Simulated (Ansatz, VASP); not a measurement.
# H19C13O12 (amorphous polycarbonate of ethylene at 300 K) in two plane-wave programs

Wanted: the spread between two codes on one cell, functional and k mesh. The cell is taken from a series of runs on this material, whose earlier steps may have relaxed, scaled, displaced or heated it; both programs get it as it stands.

Main program and level: Ansatz 0.2.0; plane waves, with VASP 6.6.1 beside it; single point at PBE with D3(BJ).

## 1. The starting structure

The cell holds 176 atoms: 52 C, 48 O and 76 H. Cell: a = 11.946 Å, b = 11.946 Å, c = 11.946 Å, α = 90.0°, β = 90.0°, γ = 90.0°. As first built, before any earlier steps moved the atoms (in the runner's words): 2 polycarbonate of ethylene chains of 8 units placed at random, at 1.43 g/cm^3; overlaps pushed apart, then 20 ps at 800 K with MMFF94 bonds, angles, torsions, charges and radii (Halgren, J. Comput. Chem. 17, 490 (1996)) in harmonic and 12-6 forms; charges of ions scaled by 0.8. Snapshot after 30 ps at 300 K and fixed volume.

## 2. VASP: single point, PBE with D3(BJ)

With cell and atoms fixed, the geometry can't cause a difference; cores, projectors, grids and the points listed under the comparison can.

Lines of VASP's logs that name or quote its potential files are left out, and so is its time.

INCAR reads:

```
SYSTEM = H19C13O12
PREC = Accurate
ENCUT = 600
EDIFF = 1E-06
NELM = 120
ISMEAR = 0
SIGMA = 0.01
LREAL = Auto
ALGO = Normal
GGA = PE
IVDW = 12
NBANDS = 409
LORBIT = 11
LWAVE = .FALSE.
LCHARG = .FALSE.
ISIF = 2
LASPH = .TRUE.
GGA_COMPAT = .FALSE.
EFERMI = MIDGAP
```

POSCAR reads:

```
H19C13O12
1.0
   11.9460300000      0.0000000000      0.0000000000
    0.0000000000     11.9460300000      0.0000000000
    0.0000000000      0.0000000000     11.9460300000
C O H
52 48 76
Direct
    0.1107600000      0.8693000000      0.4648800000
    0.9651400000      0.8906100000      0.5944800000
    0.9894600000      0.7716000000      0.7531000000
    0.8937000000      0.6848800000      0.7518600000
    0.7850200000      0.5862800000      0.8806000000
    0.6493300000      0.5070600000      0.0100100000
    0.6923400000      0.4089500000      0.0844300000
    0.8584300000      0.3413400000      0.0071100000
    0.9935500000      0.2920900000      0.8807800000
    0.9796800000      0.3997800000      0.8090400000
    0.0483600000      0.3516000000      0.6365300000
    0.1931700000      0.4677400000      0.5727200000
    0.1460500000      0.5918300000      0.5870200000
    0.2771600000      0.6853800000      0.6908400000
    0.4256200000      0.7703200000      0.7941400000
    0.3642000000      0.8307600000      0.8860800000
    0.3594600000      0.8311700000      0.0749300000
    0.3501600000      0.8193500000      0.2715500000
    0.4239100000      0.7960400000      0.3753700000
    0.5821000000      0.9017200000      0.3591400000
    0.7404400000      0.0168200000      0.3540800000
    0.7355300000      0.0455900000      0.2271100000
    0.5591700000      0.1324600000      0.2041300000
    0.3925300000      0.2269100000      0.2487900000
    0.3488600000      0.3284800000      0.3199200000
    0.4095500000      0.4352400000      0.2986200000
    0.6674600000      0.8239900000      0.9968400000
    0.6937900000      0.9824000000      0.8993800000
    0.7117200000      0.1423600000      0.7933400000
    0.7014300000      0.1000900000      0.6716200000
[... 140 atom lines left out ...]
    0.6827800000      0.5029200000      0.4206200000
    0.7039800000      0.6998800000      0.4452200000
    0.7735100000      0.6316600000      0.5523000000
    0.6635200000      0.7896500000      0.6369500000
    0.5417600000      0.7344500000      0.5759500000
    0.6095900000      0.6699500000      0.6843000000
```

KPOINTS reads:

```
Automatic mesh
0
Gamma
1 1 1
0 0 0
```

The projector-augmented-wave data sets are C, O and H (PBE family, release 64).

Command:

```
$ export OMP_NUM_THREADS=3
$ mpirun -np 1 vasp_gam
```

Numbers of over 12 decimals in the logs are rounded to 6 here.

The program printed:

```text
[banner, memory and clock lines left out]
running    1 mpi-ranks, on    1 nodes
[...]
Offloading initialized ...    1 GPUs detected
[...]
LDA part: xc-table for (Slater+PW92), standard interpolation
 POSCAR, INCAR and KPOINTS ok, starting setup
[...]
entering main loop
       N       E                     dE             d eps       ncg     rms          rms(c)
DAV:   1     0.508893995489E+04    0.50889E+04   -0.34835E+05   826   0.151E+03
DAV:   2    -0.615665903316E+03   -0.57046E+04   -0.54224E+04  1019   0.348E+02
DAV:   3    -0.113299538760E+04   -0.51733E+03   -0.51223E+03   996   0.109E+02
DAV:   4    -0.114464897373E+04   -0.11654E+02   -0.11595E+02  1020   0.173E+01
[...]
DAV:  18    -0.106514486641E+04    0.15203E-06   -0.22460E-05   996   0.960E-03    0.611E-03
DAV:  19    -0.106514486534E+04    0.10617E-05   -0.21950E-06   716   0.425E-03    0.260E-03
DAV:  20    -0.106514486498E+04    0.36210E-06   -0.13008E-06   628   0.269E-03
   1 F= -.10752613E+04 E0= -.10752613E+04  d E =0.000000E+00
```

From OUTCAR (step 2):

```text
  FREE ENERGIE OF THE ION-ELECTRON SYSTEM (eV)
  ---------------------------------------------------
  free  energy   TOTEN  =     -1075.2613117379 eV

  energy  without entropy=    -1075.2613117379  energy(sigma->0) =    -1075.26131174
```

The run ends at a pressure of 1.85 GPa, with forces up to 4.1 eV/Å.

## 3. Ansatz: single point, PBE with D3(BJ)

Ansatz runs on its default PAW (the set named soft_2) files.

The same cell, functional and mesh now go to Ansatz, which takes its cutoff from its data sets.

input.yaml reads:

```yaml
crystal:
  lattice:
    - [11.94603, 0.0, 0.0]
    - [0.0, 11.94603, 0.0]
    - [0.0, 0.0, 11.94603]
  atoms:
    - { symbol: C, position: [0.11076, 0.8693, 0.46488] }
    - { symbol: O, position: [0.00765, 0.92398, 0.49429] }
    - { symbol: C, position: [0.96514, 0.89061, 0.59448] }
    - { symbol: O, position: [0.8889, 0.9396, 0.63921] }
    - { symbol: O, position: [0.02268, 0.80027, 0.64447] }
    - { symbol: C, position: [0.98946, 0.7716, 0.7531] }
    - { symbol: C, position: [0.8937, 0.68488, 0.75186] }
    - { symbol: O, position: [0.8504, 0.67574, 0.86753] }
    - { symbol: C, position: [0.78502, 0.58628, 0.8806] }
    - { symbol: O, position: [0.75656, 0.51886, 0.80703] }
    - { symbol: O, position: [0.73723, 0.58399, 0.9844] }
    - { symbol: C, position: [0.64933, 0.50706, 0.01001] }
    - { symbol: C, position: [0.69234, 0.40895, 0.08443] }
    - { symbol: O, position: [0.74405, 0.32802, 0.01523] }
    - { symbol: C, position: [0.85843, 0.34134, 0.00711] }
    - { symbol: O, position: [0.91255, 0.42174, 0.04088] }
    - { symbol: O, position: [0.89383, 0.26062, 0.93519] }
    - { symbol: C, position: [0.99355, 0.29209, 0.88078] }
    - { symbol: C, position: [0.97968, 0.39978, 0.80904] }
    - { symbol: O, position: [0.07121, 0.41031, 0.73645] }
    - { symbol: C, position: [0.04836, 0.3516, 0.63653] }
    - { symbol: O, position: [0.96974, 0.2883, 0.61843] }
    - { symbol: O, position: [0.11393, 0.38241, 0.54989] }
    - { symbol: C, position: [0.19317, 0.46774, 0.57272] }
    - { symbol: C, position: [0.14605, 0.59183, 0.58702] }
    - { symbol: O, position: [0.23581, 0.66972, 0.58779] }
    - { symbol: C, position: [0.27716, 0.68538, 0.69084] }
    - { symbol: O, position: [0.25317, 0.63189, 0.77568] }
    - { symbol: O, position: [0.36059, 0.7671, 0.68951] }
    - { symbol: C, position: [0.42562, 0.77032, 0.79414] }
[... 140 atom lines left out ...]
    - { symbol: H, position: [0.68278, 0.50292, 0.42062] }
    - { symbol: H, position: [0.70398, 0.69988, 0.44522] }
    - { symbol: H, position: [0.77351, 0.63166, 0.5523] }
    - { symbol: H, position: [0.66352, 0.78965, 0.63695] }
    - { symbol: H, position: [0.54176, 0.73445, 0.57595] }
    - { symbol: H, position: [0.60959, 0.66995, 0.6843] }
kpoints:
  mp_grid: { grid: [1, 1, 1] }
hamiltonian:
  xc: pbe
  dispersion: d3bj
scf:
  occupations: { method: fixed }
output:
  forces: true
  stress: true
  populations: true
  dos:
    method: { smearing: { sigma: 0.08 } }
    de: 0.1
    projected: { site_lists: { C: [C], H: [H], O: [O] } }
  eigenvalues: true
  write_density: true
  write_potential: true
  volumetric_format: npy
```

Command:

```
$ ansatz run input.yaml --threads 8 --pin off --max-ram 15872MiB --backend cpu --events-out ev --progress --plain --runs-dir out
```

The program printed:

```text
Engine: ansatz 0.2.0, aarch64-unknown-linux-gnu
Pseudopotentials: kind: paw
Pseudopotential: C, paw, valence charge 4, recommended cutoff 420 eV (normal), C.paw.azcp
Pseudopotential: O, paw, valence charge 6, recommended cutoff 420 eV (normal), O.paw.azcp
Pseudopotential: H, paw, valence charge 1, recommended cutoff 420 eV (normal), H.paw.azcp
Functional definition: PBE
  parameter kappa = 0.804
  parameter beta = 0.066725
  exchange = pbe_x(kappa = kappa, mu = beta*pi^2/3)
  correlation = pbe_c(beta = beta)
Crystal: 176 atoms, lattice volume = 1704.790 Å³
Basis set: ecut = 420 eV, 33371 PW (Γ), exchange–correlation on 160×160×160 points (8 copies of the dense FFT grid, shifted against one another)
Bands: 462, of which v1, the nominal top of the filled ones, is band 286 counted from 1 (285 counted from 0)
Symmetry: 1 space group operations
Space group: P1 (ITA 1), of the structure as read, at distance tolerance 1.2e-4 Å
k-points: 1
Non-local potential: C, projectors of the file, l = 0: 2, l = 1: 2, l = 2: 1
Non-local potential: O, projectors of the file, l = 0: 2, l = 1: 2, l = 2: 1
Non-local potential: H, projectors of the file, l = 0: 2, l = 1: 1
PAW form: soft (Blöchl's): semilocal exchange-correlation on the pseudo side does not see the compensation charge
PAW one-centre angular grid: C, 110 points (default); XC on 64 Gauss nodes
PAW one-centre angular grid: O, 110 points (default); XC on 64 Gauss nodes
PAW one-centre angular grid: H, 110 points (default); XC on 64 Gauss nodes
Initial density: superposition of atomic densities (neutral atoms: chi_scale 0, normalization atom), corrected by the library's trained network
Initial wavefunctions: pseudopotential atomic-orbital guess
Functional: x = pbe(κ = 0.804, μ = 0.219515), c = pbe(β = 0.066725)
SCF iter   1: F=—  HF=-41474.490556 eV  |F-HF|=—  |Δ(HF+E_count)|=         —  Δρ=5.20e-3  dr2=5.06e-1  ethr=1.77e-3  ⟨swp⟩=5.0  Hψ=1586  notcnv=0  defer=173
preconditioner: auto → Resta (q_TF=auto, 2.274 Å⁻¹)  ε∞=2.5  [insulator: Δε(μ)=5.250 eV  Ē_g=17.277 eV  n_scr=340 (ndim 8)  ℏωp=21.5 eV  f_vac=0.214  ε∞_Penn≈2.5]
SCF iter   2: F=—  HF=-41474.410445 eV  |F-HF|=—  |Δ(HF+E_count)|=   8.01e-2  Δρ=2.63e-3  dr2=1.05e-1  ethr=8.85e-5  ⟨swp⟩=3.0  Hψ=820  notcnv=0  defer=174
SCF iter   3: F=—  HF=-41474.412667 eV  |F-HF|=—  |Δ(HF+E_count)|=   2.22e-3  Δρ=1.46e-3  dr2=3.95e-2  ethr=1.83e-5  ⟨swp⟩=3.0  Hψ=572  notcnv=0  defer=174
SCF iter   4: F=—  HF=-41474.407813 eV  |F-HF|=—  |Δ(HF+E_count)|=   4.85e-3  Δρ=4.69e-4  dr2=4.51e-3  ethr=6.90e-6  ⟨swp⟩=3.0  Hψ=573  notcnv=0  defer=174
SCF iter   5: F=—  HF=-41474.407579 eV  |F-HF|=—  |Δ(HF+E_count)|=   2.34e-4  Δρ=1.76e-4  dr2=6.25e-4  ethr=7.89e-7  ⟨swp⟩=2.0  Hψ=572  notcnv=0  defer=174
SCF iter   6: F=—  HF=-41474.407599 eV  |F-HF|=—  |Δ(HF+E_count)|=   2.04e-5  Δρ=1.08e-4  dr2=1.73e-4  ethr=1.09e-7  ⟨swp⟩=2.0  Hψ=580  notcnv=0  defer=174
SCF iter   7: F=—  HF=-41474.407584 eV  |F-HF|=—  |Δ(HF+E_count)|=   1.57e-5  Δρ=2.89e-5  dr2=1.18e-5  ethr=3.02e-8  ⟨swp⟩=2.0  Hψ=569  notcnv=0  defer=173
SCF iter   8: F=—  HF=-41474.407597 eV  |F-HF|=—  |Δ(HF+E_count)|=   1.33e-5  Δρ=1.63e-5  dr2=3.80e-6  ethr=2.06e-9  ⟨swp⟩=2.0  Hψ=740  notcnv=0  defer=173
SCF iter   9: F=—  HF=-41474.407597 eV  |F-HF|=—  |Δ(HF+E_count)|=   1.09e-7  Δρ=4.24e-6  dr2=2.53e-7  ethr=6.65e-10  ⟨swp⟩=2.0  Hψ=570  notcnv=0  defer=173
SCF iter  10: F=-41474.407597 eV  HF=-41474.407597 eV  |F-HF|=2.25e-9  |Δ(HF+E_count)|=   1.42e-7  Δρ=1.77e-6  dr2=4.64e-8  ethr=1.75e-11  ⟨swp⟩=20.0  Hψ=4244  notcnv=0
SCF 1 converged in 10 iterations: F = -41474.407597 eV  dr2 = 4.64e-8
  greatest PAW one-centre occupation: 0.880 electrons in one spin orbital (limit 2), on the O atom at site 33 (counted from 0), in its partial waves of l = 0
[...]
2.950927      -0.610737      -1.006232
       -0.610736       0.743038      -0.001797
       -1.006230      -0.001798       0.730992
  P = ⅓ Tr σ = 1.4750 GPa (14.750 kbar)
--- Band table (eV) ---
  k-point 0: bands = [... 282 lower, -0.3978, -0.3507, -0.2366, -0.1165, 4.9238, 5.1260, 5.1605, 5.2274, ... 172 higher]
--- Löwdin populations: 176 sites ---
  site symbol       q [e]
     0      C      4.2401
     1      O      6.2646
     2      C      3.3112
     3      O      6.3841
     4      O      6.3015
     5      C      4.0719
     6      C      4.0568
     7      O      6.2428
     8      C      3.3101
     9      O      6.4531
    10      O      6.2721
    11      C      4.0677
    12      C      4.0789
    13      O      6.2689
    14      C      3.3074
    15      O      6.4188
    16      O      6.2571
    17      C      4.0725
    18      C      4.0924
    19      O      6.2863
    20      C      3.3203
    21      O      6.4045
    22      O      6.2460
    23      C      4.0675
[...]
168      H      0.8303
   169      H      0.8160
   170      H      0.8060
   171      H      0.8270
   172      H      0.8108
   173      H      0.8134
   174      H      0.8110
   175      H      0.8118
  spilling = 0.012514 (of n_electrons = 572.000000)
```

In the SCF lines HF is the Harris–Foulkes energy and dr2 the Hartree energy of the density residual, in eV; the loop may stop once dr2 is under the threshold and the program's other checks hold. Hψ counts applications of the Hamiltonian.

## 4. Comparison

Known differences besides the potentials themselves: fixed occupations in Ansatz, narrow Gaussian smearing in VASP; the cutoff is 420 eV in Ansatz and 600 eV in VASP (PREC = Accurate, projectors in real space). Total energies have different zeros and are not compared.

Compared:

```csv
quantity,Ansatz,VASP,difference
pressure (GPa),1.47,1.85,-0.38
gap on the k mesh (eV),5.040,5.014,+0.027
```

Forces on 10 of the 176 atoms, those with the largest forces and the largest differences (eV/Å; atoms numbered as in POSCAR):

```
atom          Ansatz x, y, z            VASP x, y, z
  C1     1.166, 1.514, 2.990     1.270, 1.469, 2.924
  C5  -2.538, -1.479, -0.478  -2.468, -1.346, -0.270
  C6   1.295, -2.412, -1.877   1.208, -2.464, -1.819
 C17    1.998, -1.855, 2.709    2.383, -2.006, 2.727
 C30   -2.591, -0.880, 2.201   -2.490, -0.892, 2.220
 O69   -0.912, 0.742, -0.695   -1.423, 0.968, -0.667
 O72   0.412, -1.443, -1.432   0.682, -1.824, -1.668
 O75     1.495, 2.534, 0.856     1.312, 2.239, 0.741
 O96    0.974, 0.614, -0.080    1.255, 1.065, -0.049
H136   -0.038, 1.309, -2.939   -0.039, 1.313, -2.947
```

The forces differ by 105 meV/Å r.m.s., which is 11.2 % of the r.m.s. force of 0.936 eV/Å (both taken over all components). A gap on the mesh is an upper bound, since the band edges may lie between its points.

## 5. Results

- r.m.s. force difference (single point, PBE with D3(BJ)): 11 % of the r.m.s. force

**Reading.** The r.m.s. force difference is 11 % of the r.m.s. force (single point, PBE with D3(BJ)), beyond the 3 % picked in this series as the mark of a large difference. What causes the difference of the single point, PBE with D3(BJ) pair stays open here. Such differences can come from data sets, numerical settings and the points named under the comparisons, not from the functional's error against experiment.

[Lines on the potential files, build, host, timing and source positions are cut from VASP's logs without a mark.]

[Logs are printed without paths, hosts, clocks, repeated set-up lines and the standing remarks that a program may print on its own settings, such as how far it seeks lower states.]

[Hosts, paths, dates, database ids (printed as entryN), source tags and the programs' standing remarks are cut or masked in the printed files.]

[The MMFF94 radii named for the starting cell were scaled by 0.96; in molecules described by MMFF94, hydrogen bound to N, O or S took a small fixed 12-6 site in their place.]
